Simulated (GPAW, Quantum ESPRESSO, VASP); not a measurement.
## One structure in several programs: MnS (Fm-3m, 4 atoms in the cell)

Self-consistent single point.

```
MnS
1.0
    5.22000     2.61000     2.61000
    2.61000     5.22000     2.61000
    2.61000     2.61000     5.22000
Mn S
2 2
Cartesian
  0.00000   0.00000   0.00000
  5.22000   5.22000   5.22000
  2.61000   2.61000   2.61000
  7.83000   7.83000   7.83000
```
Moments meant for the start (each program seeds them in its own way; μB, in the order of the atoms Mn Mn S S): 5.0 -5.0 0.0 0.0.

Shared settings, as Quantum ESPRESSO writes them: occupations = smearing; smearing = fd; degauss = 0.00147 Ry; nspin = 2; K_POINTS = automatic 4 4 4 0 0 0. Potentials and cutoffs stand in the table.

```
code                                                              model  pressure (GPa)  gap on the mesh (eV)  cutoff
----------------  -----------------------------------------------------  --------------  --------------------  ------
Quantum ESPRESSO   PBEsol, SSSP 1.1.2 efficiency (PBE) pseudopotentials           -7.39                 0.807   50 Ry
VASP                         PBEsol, VASP's PBE PAW potentials (set 64)           -7.62                 0.783  300 eV
GPAW              PBEsol, GPAW PAW datasets PBEsol (made by gpaw-setup)           -7.08                 0.757  850 eV
```

Gaps are read on the mesh.

On Quantum ESPRESSO's run: the magnetic order is the one reached from the typed start; others were not searched systematically.

The spread over the programs that give each value: pressure within 0.54 GPa; gap on the mesh within 0.050 eV.

VASP's run is marked for a possible Pulay error in its stress at this cutoff; no cutoff test was made.

The starting cell has typed, rounded lattice constants, without a prior relaxation at this level.

Left out of this page: Ansatz, CP2K, Elk, FLEUR and SIESTA (not drawn, or without a comparable value).
